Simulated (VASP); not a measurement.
# NbAs: input slips in a phonon run and what they do

Aim: see how common mistakes in a phonon run show up, on NbAs. The starting structure is a measured crystal structure from the Crystallography Open Database.

Calculated with VASP 6.6.1; Kohn-Sham DFT with plane waves and PAW; LDA.

## (1) Set-up

Symmetry: I4_1md, No. 109, tetragonal system. Conventional cell: a = 3.452 Å, b = 3.452 Å, c = 11.680 Å, α = 90.00°, β = 90.00°, γ = 90.00°. Nearest to Nb lie 6 As at 2.60 to 2.63 Å. As has 6 Nb at 2.60 to 2.63 Å nearest. Farther neighbours are not listed.

As a file:

```cif
data_structure
_symmetry_space_group_name_H-M 'P 1'
_symmetry_Int_Tables_number 1
_cell_length_a 3.4517
_cell_length_b 3.4517
_cell_length_c 6.3295
_cell_angle_alpha 105.823
_cell_angle_beta 105.823
_cell_angle_gamma 90.000
_cell_volume 69.58
loop_
_atom_site_label
_atom_site_type_symbol
_atom_site_fract_x
_atom_site_fract_y
_atom_site_fract_z
_atom_site_occupancy
Nb1 Nb 0.00000 0.50000 0.00000 1
Nb2 Nb 0.25000 0.25000 0.50000 1
As3 As 0.58400 0.08400 0.16800 1
As4 As 0.83400 0.83400 0.66800 1
```

## (2) Reference modes

The cell comes from a relaxation at this level, not shown (67.44 Å³).

The input, INCAR:

```
SYSTEM = NbAs
PREC = Accurate
ENCUT = 450
EDIFF = 1E-08
NELM = 100
ISMEAR = 0
SIGMA = 0.05
LREAL = .FALSE.
ALGO = Normal
GGA = CA
NBANDS = 24
LASPH = .TRUE.
LORBIT = 11
LWAVE = .FALSE.
LCHARG = .FALSE.
KPAR = 8
IBRION = 8
ISIF = 2
```

The input, POSCAR:

```
NbAs
1.0
   -3.4196238366      0.0000000000      0.0000000000
    0.0000000000      3.4196238366      0.0000000000
    1.7098119183     -1.7098119183     -5.7669809977
Nb As
2 2
Direct
    0.0012480061      0.5012480061      0.0024960120
    0.2512480061      0.2512480061      0.5024960120
    0.5827519939      0.0827519939      0.1655039880
    0.8327519939      0.8327519939      0.6655039880
```

The input, KPOINTS:

```
Automatic mesh
0
Gamma
10 10 10
0 0 0
```

The projector-augmented-wave data sets are Nb_sv and As (LDA family, release 64).

Command:

```console
$ mpirun -np 8 vasp_std
```

The program printed:

```text
[banner, memory and clock lines left out]
running    8 mpi-ranks, on    1 nodes
 distrk:  each k-point on    1 cores,    8 groups
 distr:  one band on    1 cores,    1 groups

 POSCAR found type information on POSCAR NbAs
 POSCAR found :  2 types and       4 ions
|                                                                             |
|           W    W    AA    RRRRR   N    N  II  N    N   GGGG   !!!           |
|           W    W   A  A   R    R  NN   N  II  NN   N  G    G  !!!           |
|           W    W  A    A  R    R  N N  N  II  N N  N  G       !!!           |
|           W WW W  AAAAAA  RRRRR   N  N N  II  N  N N  G  GGG   !            |
|           WW  WW  A    A  R   R   N   NN  II  N   NN  G    G                |
|           W    W  A    A  R    R  N    N  II  N    N   GGGG   !!!           |
|                                                                             |
|     For optimal performance we recommend to set                             |
|       NCORE = 2 up to number-of-cores-per-socket                            |
|     NCORE specifies how many cores store one orbital (NPAR=cpu/NCORE).      |
|     This setting can greatly improve the performance of VASP for DFT.       |
|     The default, NCORE=1 might be grossly inefficient on modern             |
|     multi-core architectures or massively parallel machines. Do your        |
|     Unfortunately you need to use the default for GW and RPA                |
|     calculations (for HF NCORE is supported but not extensively tested      |
|     yet).                                                                   |
|                                                                             |

 LDA part: xc-table for (Slater(with rela. corr.)+CA(PZ))
 , standard interpolation
 POSCAR, INCAR and KPOINTS ok, starting setup
 FFT: planning ... GRIDC
 FFT: planning ... GRID_SOFT
 FFT: planning ... GRID
 WAVECAR not read
 entering main loop
       N       E                     dE             d eps       ncg     rms          rms(c)
DAV:   1     0.339677761929E+03    0.33968E+03   -0.17656E+04  4896   0.134E+03
DAV:   2    -0.942779422913E+01   -0.34911E+03   -0.34121E+03  6272   0.537E+02
DAV:   3    -0.365085756076E+02   -0.27081E+02   -0.26690E+02  8904   0.109E+02
DAV:   4    -0.382162175062E+02   -0.17076E+01   -0.17011E+01  7544   0.229E+01
DAV:   5    -0.382878478585E+02   -0.71630E-01   -0.71614E-01  8632   0.498E+00    0.116E+01
DAV:   6    -0.364164299111E+02    0.18714E+01   -0.81351E+00  7656   0.194E+01    0.347E+00
DAV:   7    -0.363897305982E+02    0.26699E-01   -0.41598E-01  8240   0.389E+00    0.205E+00
DAV:   8    -0.363733666897E+02    0.16364E-01   -0.63905E-02  7656   0.148E+00    0.396E-01
DAV:   9    -0.363732484011E+02    0.11829E-03   -0.57418E-03  8344   0.532E-01    0.208E-01
DAV:  10    -0.363732481946E+02    0.20643E-06   -0.11548E-03  7424   0.310E-01    0.281E-02
DAV:  11    -0.363732414618E+02    0.67328E-05   -0.56714E-05  7544   0.725E-02    0.115E-02
DAV:  12    -0.363732409659E+02    0.49592E-06   -0.29401E-06  7656   0.139E-02    0.337E-03
DAV:  13    -0.363732409077E+02    0.58234E-07   -0.28514E-07  7848   0.408E-03    0.126E-03
DAV:  14    -0.363732408961E+02    0.11536E-07   -0.97046E-08  7328   0.256E-03    0.167E-04
DAV:  15    -0.363732408954E+02    0.69622E-09   -0.43003E-09  4840   0.754E-04
   1 F= -.36373241E+02 E0= -.36372672E+02  d E =-.113821E-02
 Linear response reoptimize wavefunctions to high precision
DAV:   1    -0.363732408955E+02   -0.11187E-09   -0.11275E-09  4712   0.408E-04
DAV:   2    -0.363732408956E+02   -0.55024E-10   -0.49764E-10  4808   0.263E-04
 Linear response DOF=           6
 Linear response progress:
  Degree of freedom:   1/  6
       N       E                     dE             d eps       ncg     rms          rms(c)
RMM:   1    -0.551890383828E+00   -0.55189E+00    0.55972E+00 14288   0.300E+01
RMM:   2    -0.467931924338E+00    0.83958E-01   -0.61417E-01 20415   0.492E+00    0.172E-01
RMM:   3    -0.470263447838E+00   -0.23315E-02   -0.55876E-02 27670   0.139E+00    0.819E-02
RMM:   4    -0.470983400951E+00   -0.71995E-03   -0.91913E-03 34590   0.459E-01    0.423E-02
RMM:   5    -0.471408987492E+00   -0.42559E-03   -0.17692E-03 34931   0.185E-01    0.250E-02
RMM:   6    -0.471477309296E+00   -0.68322E-04   -0.49995E-04 34844   0.920E-02    0.596E-03
RMM:   7    -0.471353921638E+00    0.12339E-03   -0.18815E-04 36727   0.506E-02    0.539E-03
RMM:   8    -0.471341093086E+00    0.12829E-04   -0.10605E-04 37620   0.306E-02    0.393E-03
RMM:   9    -0.471346929762E+00   -0.58367E-05   -0.47767E-05 36970   0.201E-02    0.202E-03
RMM:  10    -0.471380490076E+00   -0.33560E-04   -0.27851E-05 31604   0.158E-02    0.540E-04
RMM:  11    -0.471382210762E+00   -0.17207E-05   -0.12213E-05 36677   0.998E-03    0.538E-04
RMM:  12    -0.471376195372E+00    0.60154E-05   -0.78596E-06 33870   0.772E-03    0.248E-04
RMM:  13    -0.471375985704E+00    0.20967E-06   -0.41885E-06 37735   0.581E-03    0.361E-04
RMM:  14    -0.471377617824E+00   -0.16321E-05   -0.31075E-06 37020   0.448E-03    0.388E-04
RMM:  15    -0.471379785029E+00   -0.21672E-05   -0.29339E-06 34784   0.362E-03    0.365E-04
RMM:  16    -0.471381104561E+00   -0.13195E-05   -0.19148E-06 36328   0.294E-03    0.357E-04
 first order change of Fermi-energy  -0.18951E-04
[...]
RMM:   3    -0.447301474251E-01   -0.30170E-03   -0.17451E-03 31760   0.161E-01    0.587E-02
RMM:   4    -0.451036236083E-01   -0.37348E-03   -0.53415E-04 31693   0.967E-02    0.136E-02
RMM:   5    -0.451190231425E-01   -0.15400E-04   -0.18452E-04 33641   0.435E-02    0.526E-03
RMM:   6    -0.451499835333E-01   -0.30960E-04   -0.41744E-05 35134   0.195E-02    0.246E-03
RMM:   7    -0.451525346918E-01   -0.25512E-05   -0.13420E-05 36608   0.918E-03    0.167E-03
RMM:   8    -0.451509655306E-01    0.15692E-05   -0.38667E-06 35507   0.493E-03    0.590E-04
RMM:   9    -0.451517253298E-01   -0.75980E-06   -0.18796E-06 37619   0.249E-03    0.203E-04
RMM:  10    -0.451523310669E-01   -0.60574E-06   -0.87698E-07 37233   0.129E-03    0.534E-05
RMM:  11    -0.451524125987E-01   -0.81532E-07   -0.41602E-07 38091   0.706E-04    0.236E-05
RMM:  12    -0.451524044378E-01    0.81609E-08   -0.33263E-07 37921   0.429E-04    0.159E-05
RMM:  13    -0.451523319706E-01    0.72467E-07   -0.31770E-07 37605   0.282E-04    0.475E-06
RMM:  14    -0.451523391245E-01   -0.71539E-08   -0.35984E-07 37569   0.213E-04    0.569E-06
[...]
RMM:  18    -0.451523447110E-01   -0.31941E-08   -0.17796E-07 35511   0.142E-04    0.155E-06
RMM:  19    -0.451523461458E-01   -0.14347E-08   -0.16874E-07 35443   0.139E-04    0.655E-07
RMM:  20    -0.451523451043E-01    0.10415E-08   -0.15348E-07 33671   0.138E-04    0.778E-07
RMM:  21    -0.451523450741E-01    0.30187E-10   -0.15700E-07 32450   0.137E-04    0.694E-07
RMM:  22    -0.451523453293E-01   -0.25522E-09   -0.14681E-07 31519   0.137E-04    0.453E-07
RMM:  23    -0.451523458442E-01   -0.51485E-09   -0.15692E-07 30846   0.137E-04    0.131E-07
RMM:  24    -0.451523453642E-01    0.47995E-09   -0.15773E-07 30071   0.137E-04    0.212E-07
RMM:  25    -0.451523455593E-01   -0.19506E-09   -0.14376E-07 29891   0.137E-04    0.757E-08
 first order change of Fermi-energy   0.18543E-04
 force on displaced ion       3 direction 1 : -13.346  -0.000  -0.000
 Linear response progress:
  Degree of freedom:   5/  6
       N       E                     dE             d eps       ncg     rms          rms(c)
RMM:   1    -0.487269922409E-01   -0.48727E-01   -0.18595E-02 32216   0.952E-01
RMM:   2    -0.428795607301E-01    0.58474E-02   -0.63771E-03 27479   0.354E-01    0.743E-02
RMM:   3    -0.431597561009E-01   -0.28020E-03   -0.13702E-03 31354   0.128E-01    0.423E-02
RMM:   4    -0.434208164400E-01   -0.26106E-03   -0.31404E-04 31626   0.725E-02    0.878E-03
RMM:   5    -0.434095783250E-01    0.11238E-04   -0.97458E-05 32581   0.327E-02    0.519E-03
RMM:   6    -0.434354719430E-01   -0.25894E-04   -0.27498E-05 34453   0.152E-02    0.181E-03
RMM:   7    -0.434347620254E-01    0.70992E-06   -0.63263E-06 36097   0.685E-03    0.124E-03
RMM:   8    -0.434341453245E-01    0.61670E-06   -0.21750E-06 35282   0.369E-03    0.465E-04
RMM:   9    -0.434356195088E-01   -0.14742E-05   -0.60633E-07 37064   0.187E-03    0.165E-04
RMM:  10    -0.434358471036E-01   -0.22759E-06   -0.26885E-07 37516   0.964E-04    0.536E-05
RMM:  11    -0.434359531477E-01   -0.10604E-06   -0.18003E-07 37792   0.532E-04    0.187E-05
RMM:  12    -0.434359475808E-01    0.55669E-08   -0.15170E-07 37905   0.334E-04    0.132E-05
RMM:  13    -0.434358601184E-01    0.87462E-07   -0.13502E-07 36948   0.232E-04    0.688E-06
RMM:  14    -0.434358730498E-01   -0.12931E-07   -0.13453E-07 37167   0.185E-04    0.274E-06
RMM:  15    -0.434358645002E-01    0.85496E-08   -0.13920E-07 36907   0.158E-04    0.154E-06
RMM:  16    -0.434358631048E-01    0.13954E-08   -0.14272E-07 37086   0.145E-04    0.115E-06
RMM:  17    -0.434358647338E-01   -0.16291E-08   -0.13874E-07 36480   0.138E-04    0.522E-07
RMM:  18    -0.434358643790E-01    0.35482E-09   -0.15188E-07 34409   0.134E-04    0.344E-07
RMM:  19    -0.434358647708E-01   -0.39181E-09   -0.13877E-07 33189   0.132E-04    0.287E-07
RMM:  20    -0.434358649375E-01   -0.16671E-09   -0.15977E-07 32278   0.131E-04    0.203E-07
RMM:  21    -0.434358646157E-01    0.32181E-09   -0.13666E-07 30544   0.131E-04    0.900E-08
 first order change of Fermi-energy  -0.15956E-04
 force on displaced ion       3 direction 2 :  -0.000  -9.650  -0.000
 Linear response progress:
  Degree of freedom:   6/  6
       N       E                     dE             d eps       ncg     rms          rms(c)
RMM:   1    -0.645769508167E-01   -0.64577E-01   -0.18539E-02 20641   0.103E+00
RMM:   2    -0.562023689316E-01    0.83746E-02   -0.66263E-03 15585   0.419E-01    0.118E-01
RMM:   3    -0.564470575797E-01   -0.24469E-03   -0.20997E-03 15817   0.220E-01    0.109E-01
RMM:   4    -0.563237916525E-01    0.12327E-03   -0.54859E-04 16735   0.119E-01    0.499E-02
RMM:   5    -0.564532157717E-01   -0.12942E-03   -0.24268E-04 19862   0.650E-02    0.119E-02
RMM:   6    -0.564572162700E-01   -0.40005E-05   -0.52999E-05 20997   0.280E-02    0.747E-03
RMM:   7    -0.564675592654E-01   -0.10343E-04   -0.14383E-05 21613   0.127E-02    0.275E-03
RMM:   8    -0.564701435935E-01   -0.25843E-05   -0.47709E-06 21461   0.600E-03    0.684E-04
RMM:   9    -0.564718538244E-01   -0.17102E-05   -0.12357E-06 21489   0.293E-03    0.424E-04
RMM:  10    -0.564727233890E-01   -0.86956E-06   -0.54189E-07 21442   0.159E-03    0.176E-04
RMM:  11    -0.564726273418E-01    0.96047E-07   -0.14065E-07 22342   0.840E-04    0.102E-04
RMM:  12    -0.564728180243E-01   -0.19068E-06   -0.15144E-07 21949   0.482E-04    0.304E-05
RMM:  13    -0.564728206254E-01   -0.26011E-08   -0.11135E-07 23060   0.295E-04    0.884E-06
RMM:  14    -0.564728281562E-01   -0.75307E-08   -0.19189E-07 23027   0.199E-04    0.114E-05
[...]
RMM:  46    -0.564728385628E-01   -0.21478E-09   -0.14004E-07 18243   0.122E-04    0.277E-07
RMM:  47    -0.564728383267E-01    0.23605E-09   -0.13533E-07 18290   0.122E-04    0.137E-07
RMM:  48    -0.564728385372E-01   -0.21043E-09   -0.14114E-07 18257   0.122E-04    0.260E-07
RMM:  49    -0.564728383310E-01    0.20622E-09   -0.13682E-07 18336   0.122E-04    0.122E-07
RMM:  50    -0.564728386155E-01   -0.28453E-09   -0.14179E-07 18220   0.122E-04    0.240E-07
RMM:  51    -0.564728383240E-01    0.29151E-09   -0.13823E-07 18288   0.122E-04    0.108E-07
RMM:  52    -0.564728386465E-01   -0.32254E-09   -0.14197E-07 18222   0.122E-04    0.219E-07
RMM:  53    -0.564728383720E-01    0.27446E-09   -0.13795E-07 18289   0.122E-04    0.901E-08
 first order change of Fermi-energy  -0.19146E-01
 force on displaced ion       3 direction 3 :  -0.000  -0.000 -14.420
 Linear response finished
```

Run time: 18 min. Hardware: 8 MPI ranks of AMD EPYC 7R43, shared host; peak memory 5.9 GiB; 2.4 h of CPU time.

Lines that name or quote the potential files are left out of all logs, and their timing lines are given in words.

(Continued in part 2 of 3.)

[Lines on the potential files, build, host, timing and source positions are cut from VASP's logs without a mark.]

[Logs are printed without paths, hosts, clocks, repeated set-up lines and the standing remarks that a program may print on its own settings, such as how far it seeks lower states.]

[Hosts, paths, dates, database ids (printed as entryN), source tags and the programs' standing remarks are cut or masked in the printed files.]
